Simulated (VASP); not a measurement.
Computed with LDA (Ceperley-Alder, Perdew-Zunger), VASP's LDA PAW potentials (set 64) (plane waves; VASP).

Gaps are without spin-orbit coupling.

The volume per atom comes out as 31.02 Å³/atom and the band gap (over mesh and band path) comes out as 0.50 eV. The smallest direct gap (over mesh and band path) is 0.50 eV.

**Question.** Which relaxed crystal gives these values?
(A) CdS, P6_3mc (186)
(B) SiC, F-43m (216)
(C) HfO2, Fm-3m (225)
(D) AlInSb2, R3m (160)

**Answer.** D, AlInSb2, R3m (160)
